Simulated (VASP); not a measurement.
Here is a VASP 6.6.1 calculation.

INCAR

```
  PREC = Accurate
  ENCUT = 520
  EDIFF = 1E-6
  ISMEAR = 0
  SIGMA = 0.1
  LREAL = False
  LASPH = True
  NELM = 120
  ALGO = Normal
  ISIF = 3
  LWAVE = False
  LCHARG = False
  GGA = PE
  IBRION = 2
  NSW = 90
  EDIFFG = -0.01
  KPAR = 8
```

The input KPOINTS:

```
regular mesh
0
Gamma
  12 12 12
```

Contents of POSCAR:

```
NbAl2N3
1.0
   -1.4490000000      2.1160000000      4.6200000000
    1.4490000000     -2.1160000000      4.6200000000
    1.4490000000      2.1160000000     -4.6200000000
Al Nb N
2 1 3
Direct
    0.6700216500      0.6700216500      0.0000000000
    0.3299783500      0.3299783500      0.0000000000
    0.0000000000      0.0000000000      0.0000000000
    0.8141774900      0.3141774900      0.5000000000
    0.1858225100      0.6858225100      0.5000000000
    0.5000000000      0.0000000000      0.5000000000
```

Potentials or basis: VASP PAW PBE potentials, release 64 (Al, Nb_sv, N).

Launch:

```sh
$ cat potpaw_PBE.64/Al/POTCAR potpaw_PBE.64/Nb_sv/POTCAR potpaw_PBE.64/N/POTCAR > POTCAR
$ mpirun -np 8 vasp_std > vasp.out
```

Task: What does it give for the space group after relaxing (to 0.05 Å)?

Result: Immm (No. 71).

Task: Predict the band gap on the k mesh.

Result: None (metal or under the smearing width).

Forces in eV/Å, atoms in the order of the input:
```
Al   0.000  0.000 -0.005
Al   0.000  0.000  0.005
Nb   0.000  0.000  0.000
N    0.000  0.000 -0.006
N    0.000  0.000  0.006
N    0.000  0.000  0.000
```
